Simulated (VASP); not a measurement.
# What spin-orbit coupling changes in TiSb, part 4 of 4

Aim: run bands, DOS and a relaxation of TiSb twice, without and with spin-orbit coupling. All runs use LDA. Left out of this account: 1 further run (self-consistent run: a reference on another mesh). The start is a cell from a database of measured crystal structures.

VASP 6.6.1, plane waves and PAW; the level of theory is named at each step.

Still holding for the runs below: The k-mesh is coarse for a metal.

So far. Step 5 (Total and projected DOS (LDA + SOC)): The DOS at the Fermi level goes from 4.52 to 4.32 states/eV/cell, a number that is sensitive to the mesh. The run took 4.1 times the core time, with 46 spinor bands against 31. Of the states within 0.3 eV of the Fermi level, the largest shares in the PAW spheres are Ti d 70 %. The rest lies in smaller channels or between the spheres. Step 6 (Full relaxation (LDA)): It ends with forces that vanish by symmetry and a pressure of -0.01 GPa.

**7. Full relaxation (LDA + SOC)**

This step: LDA, spin-orbit coupling; plane waves and PAW (Ti_sv, Sb) (VASP 6.6.1).

The same relaxation with spinors and spin-orbit coupling.

The input, INCAR:

```
SYSTEM = TiSb
PREC = Accurate
ENCUT = 400
EDIFF = 1E-06
NELM = 100
ISMEAR = -1
SIGMA = 0.05
LREAL = .FALSE.
ALGO = Normal
GGA = CA
LNONCOLLINEAR = .TRUE.
MAGMOM = 0 0 0 0 0 0 0 0 0 0 0 0
NBANDS = 46
GGA_COMPAT = .FALSE.
LASPH = .TRUE.
LSORBIT = .TRUE.
LMAXMIX = 4
LORBIT = 11
LWAVE = .FALSE.
LCHARG = .FALSE.
KPAR = 4
IBRION = 2
NSW = 60
ISIF = 3
EDIFFG = -0.01
```

The input, POSCAR:

```
TiSb
1.0
    4.1033000000      0.0000000000      0.0000000000
   -2.0516500000      3.5535620393      0.0000000000
    0.0000000000      0.0000000000      6.2836000000
Ti Sb
2 2
Direct
    0.0000000000      0.0000000000      0.0000000000
    0.0000000000      0.0000000000      0.5000000000
    0.3333333333      0.6666666667      0.2500000000
    0.6666666667      0.3333333333      0.7500000000
```

The input, KPOINTS:

```
Automatic mesh
0
Gamma
7 7 4
0 0 0
```

PAW data sets: Ti_sv and Sb (LDA family, release 64).

Launch:

```sh
mpirun -np 4 vasp_ncl
```

The log of the run:

```text
[... set-up lines as in an earlier step ...]
 entering main loop
       N       E                     dE             d eps       ncg     rms          rms(c)
[... 14 cycles as in an earlier step ...]
   1 F= -.28761562E+02 E0= -.28743445E+02  d E =-.287616E+02  mag=    -0.0000    -0.0000     0.0000
 curvature:   0.00 expect dE= 0.000E+00 dE for cont linesearch  0.000E+00
 trial: gam= 0.00000 g(F)=  0.143E-47 g(S)=  0.839E+00 ort = 0.000E+00 (trialstep = 0.100E+01)
 search vector abs. value=  0.839E+00
 bond charge predicted
       N       E                     dE             d eps       ncg     rms          rms(c)
DAV:   1    -0.400578528693E+02   -0.11296E+02   -0.26981E+02  2496   0.172E+02    0.280E+01
DAV:   2    -0.296810996796E+02    0.10377E+02   -0.58976E+01  2654   0.782E+01    0.848E+00
DAV:   3    -0.286805703438E+02    0.10005E+01   -0.67183E+00  2672   0.163E+01    0.363E+00
DAV:   4    -0.286314039275E+02    0.49166E-01   -0.18015E+00  3328   0.700E+00    0.234E+00
DAV:   5    -0.287066996568E+02   -0.75296E-01   -0.11341E-01  3118   0.226E+00    0.126E+00
DAV:   6    -0.287684613079E+02   -0.61762E-01   -0.92022E-02  3316   0.106E+00    0.645E-01
DAV:   7    -0.287975877375E+02   -0.29126E-01   -0.70238E-02  3732   0.110E+00    0.138E-01
DAV:   8    -0.287980871357E+02   -0.49940E-03   -0.28258E-03  2866   0.346E-01    0.710E-02
DAV:   9    -0.287982346602E+02   -0.14752E-03   -0.26392E-04  3260   0.101E-01    0.244E-02
DAV:  10    -0.287982755165E+02   -0.40856E-04   -0.13452E-04  2854   0.651E-02    0.793E-03
DAV:  11    -0.287982772474E+02   -0.17309E-05   -0.25913E-05  3048   0.379E-02    0.286E-03
DAV:  12    -0.287982771084E+02    0.13898E-06   -0.81504E-07  1722   0.742E-03
   2 F= -.28798277E+02 E0= -.28783250E+02  d E =-.367154E-01  mag=     0.0000     0.0000    -0.0000
[...]
3 F= -.29002312E+02 E0= -.28985999E+02  d E =-.240750E+00  mag=    -0.0000    -0.0000     0.0000
[...]
4 F= -.29002346E+02 E0= -.28986065E+02  d E =-.240784E+00  mag=    -0.0000     0.0000    -0.0000
[...]
5 F= -.29005764E+02 E0= -.28989607E+02  d E =-.341849E-02  mag=    -0.0000     0.0000    -0.0000
[...]
6 F= -.29009777E+02 E0= -.28994450E+02  d E =-.743131E-02  mag=     0.0000     0.0000    -0.0000
[...]
7 F= -.29009786E+02 E0= -.28994412E+02  d E =-.744010E-02  mag=     0.0000     0.0000     0.0000
[...]
8 F= -.29009698E+02 E0= -.28994270E+02  d E =0.881667E-04  mag=    -0.0000    -0.0000    -0.0000
 trial-energy change:    0.000088  1 .order    0.000074   -0.000174    0.000321
 step:   0.4493(harm=  0.5039)  dis= 0.00000  next Energy=   -29.009813 (dE=-0.269E-04)
 bond charge predicted
       N       E                     dE             d eps       ncg     rms          rms(c)
DAV:   1    -0.290113892394E+02   -0.16918E-02   -0.36590E-02  2672   0.214E+00    0.326E-01
DAV:   2    -0.290101735194E+02    0.12157E-02   -0.15914E-02  2840   0.110E+00    0.107E-01
DAV:   3    -0.290098285361E+02    0.34498E-03   -0.18104E-03  2854   0.309E-01    0.546E-02
DAV:   4    -0.290097896625E+02    0.38874E-04   -0.39420E-04  3258   0.118E-01    0.288E-02
DAV:   5    -0.290097971132E+02   -0.74507E-05   -0.29085E-05  2838   0.380E-02    0.169E-02
DAV:   6    -0.290098030365E+02   -0.59233E-05   -0.31515E-06  2370   0.981E-03    0.115E-02
DAV:   7    -0.290098101512E+02   -0.71147E-05   -0.76649E-06  3102   0.140E-02    0.534E-03
DAV:   8    -0.290098124006E+02   -0.22494E-05   -0.59630E-06  3056   0.988E-03    0.191E-03
DAV:   9    -0.290098124358E+02   -0.35228E-07   -0.20614E-07  1256   0.372E-03
   9 F= -.29009812E+02 E0= -.28994422E+02  d E =-.266700E-04  mag=    -0.0000     0.0000     0.0000
 curvature:  -0.25 expect dE=-0.475E-07 dE for cont linesearch -0.461E-07
 trial: gam= 0.00000 g(F)=  0.122E-46 g(S)=  0.189E-06 ort =-0.473E-05 (trialstep = 0.124E+01)
 search vector abs. value=  0.189E-06
 reached required accuracy - stopping structural energy minimisation
```

It took 2.6 min on 4 MPI ranks of Intel Xeon 6975P-C (Granite Rapids), shared host; peak memory 1.4 GiB; 11 min of CPU time.

From OUTCAR (step 7):

```text
   NELECT =      34.0000    total number of electrons

 E-fermi :   8.9741

 k-point     1 :       0.0000    0.0000    0.0000
  band No.  band energies     occupation
    ...
     30       8.7338      0.99187
     31       8.7474      0.98937
     32       8.7474      0.98937
     33       8.9647      0.54690
     34       8.9647      0.54690
     35       8.9842      0.44974
     36       8.9842      0.44974
     37       9.8616      0.00000
     38       9.8616      0.00000
     39      10.2788      0.00000
    ...

  Total       -0.0018349     -0.0018349     -0.0029919      0.0000000     -0.0000000      0.0000000
  in kB       -0.0354491     -0.0354491     -0.0577996      0.0000000     -0.0000000      0.0000000
  external PRESSURE =      -0.0428993 kB  Pullay stress =       0.0000000 kB

 POSITION                                       TOTAL-FORCE (eV/Angst)
 -----------------------------------------------------------------------------------
      0.00000      0.00000     -0.00000         0.000000     -0.000000      0.000000
      0.00000     -0.00000      3.10394        -0.000000      0.000000      0.000000
     -0.00000      2.26760      1.55197         0.000000     -0.000000      0.000000
      1.96380      1.13380      4.65591        -0.000000      0.000000     -0.000000
 -----------------------------------------------------------------------------------
    total drift:                               -0.000000      0.000000      0.000000

  FREE ENERGIE OF THE ION-ELECTRON SYSTEM (eV)
  ---------------------------------------------------
  free  energy   TOTEN  =       -29.0098124358 eV

  energy  without entropy=      -28.9790319725  energy(sigma->0) =      -28.99442220

 Spin-Orbit-Coupling matrix elements
 Ion:    1  E_soc:     -0.0132696
 Ion:    2  E_soc:     -0.0132696
 Ion:    3  E_soc:     -0.1259105
 Ion:    4  E_soc:     -0.1259105

 magnetization (x)
# of ion       s       p       d       tot
------------------------------------------
    1        0.000   0.000   0.000   0.000
    2       -0.000   0.000  -0.000  -0.000
    3        0.000  -0.000   0.000  -0.000
    4        0.000   0.000   0.000   0.000
--------------------------------------------------
tot          0.000   0.000  -0.000  -0.000

 magnetization (y)
# of ion       s       p       d       tot
------------------------------------------
    1        0.000   0.000  -0.000  -0.000
    2        0.000  -0.000   0.000   0.000
    3       -0.000  -0.000   0.000  -0.000
    4       -0.000   0.000   0.000  -0.000
--------------------------------------------------
tot         -0.000  -0.000  -0.000  -0.000

 magnetization (z)
# of ion       s       p       d       tot
------------------------------------------
    1       -0.000   0.000   0.000   0.000
    2       -0.000   0.000   0.000   0.000
    3        0.000   0.000   0.000   0.000
    4        0.000   0.000   0.000   0.000
--------------------------------------------------
tot         -0.000   0.000   0.000   0.000

[... 9 parts as in an earlier step ...]

[... 9 further parts left out ...]
```

CONTCAR:

```
TiSb
   1.00000000000000
     3.9275989305179722    0.0000000000000000   -0.0000000000000000
    -1.9637994652589861    3.4014004496626353    0.0000000000000000
     0.0000000000000000   -0.0000000000000000    6.2078738371091786
  Ti              Sb
     2     2
Direct
     0.0000000000000000    0.0000000000000000    0.0000000000000000
     0.0000000000000000    0.0000000000000000    0.5000000000000000
     0.3333333332999970    0.6666666667000030    0.2500000000000000
     0.6666666667000030    0.3333333332999970    0.7500000000000000
```

Relaxation path:

| step | energy less that of the first step (eV) | largest force (eV/Å) | pressure (GPa) | volume (Å³) |
| --- | --- | --- | --- | --- |
| 1 | 0.0000 | 0.0000 | -8.42 | 91.62 |
| 2 | -0.0367 | 0.0000 | 10.62 | 76.57 |
| 3 | -0.2407 | 0.0000 | -0.14 | 83.30 |
| 4 | -0.2408 | 0.0000 | 0.07 | 83.14 |
| 5 | -0.2442 | 0.0000 | 0.07 | 83.07 |
| 6 | -0.2482 | 0.0000 | 0.10 | 82.85 |
| 7 | -0.2482 | 0.0000 | 0.11 | 82.86 |
| 8 | -0.2481 | 0.0000 | -0.21 | 83.10 |
| 9 | -0.2482 | 0.0000 | 0.00 | 82.93 |

| conventional cell, symmetrised | before | after | change |
| --- | --- | --- | --- |
| a (Å) | 4.103 | 3.928 | -4.3 % |
| b (Å) | 4.103 | 3.928 | -4.3 % |
| c (Å) | 6.284 | 6.208 | -1.2 % |
| volume (Å³/atom) | 22.91 | 20.73 | -9.5 % |

Final coordinates:

```xyz
4
Lattice="3.9276 0.0000 0.0000 -1.9638 3.4014 0.0000 0.0000 0.0000 6.2079" Properties=species:S:1:pos:R:3 pbc="T T T"
Ti    0.0000    0.0000    0.0000
Ti    0.0000    0.0000    3.1039
Sb    0.0000    2.2676    1.5520
Sb    1.9638    1.1338    4.6559
```

Numbers from this step:

| Item | Value |
| --- | --- |
| bands | 46 |
| free energy (TOTEN) | -29.01 eV |
| energy at zero smearing | -28.99 eV |
| Fermi energy | 8.974 eV |
| pressure | -0.004290 GPa |
| SCF cycles over all ionic steps | 85 |

On-site spin-orbit energy by atom:

| atom | on-site spin-orbit energy (eV) |
| --- | --- |
| Ti1 | -0.013 |
| Ti2 | -0.013 |
| Sb3 | -0.126 |
| Sb4 | -0.126 |

The cell ends at 20.73 Å³/atom, under 0.05 % from the run without the coupling. The run took 5.3 times the core time, with 46 spinor bands against 23.

The cell shrank by 9.5 % in volume.

**8. Side by side**

| quantity | without | with spin-orbit coupling |
| --- | --- | --- |
| gap (eV) | none | none |
| core minutes, bands | 1.5 | 7 |
| DOS at the Fermi level (states/eV/cell) | 4.52 | 4.32 |
| core minutes, DOS | 0.44 | 1.8 |
| relaxed volume (Å³/atom) | 20.73 | 20.73 |
| core minutes, relaxation | 2 | 11 |

**9. Summary of results**

```
gap (eV), without → with                                : none → none
DOS at the Fermi level (states/eV/cell), without → with : 4.52 → 4.32
relaxed volume (Å³/atom), without → with                : 20.73 → 20.73
```

In words: TiSb has no gap with or without spin-orbit coupling. The relaxed volume moves by under 0.05 %. The spinor runs cost 4.1 to 5.3 times as much, on a shared host. The k-sampling is coarse for a metal, so the Fermi level, pressures and the shape of the cell carry errors.

[Lines on the potential files, build, host, timing and source positions are cut from VASP's logs without a mark.]

[Logs are printed without paths, hosts, clocks, repeated set-up lines and the standing remarks that a program may print on its own settings, such as how far it seeks lower states.]

[Hosts, paths, dates, database ids (printed as entryN), source tags and the programs' standing remarks are cut or masked in the printed files.]

[A measured line is paired with the nearest computed mode of its activity, which favours agreement.]
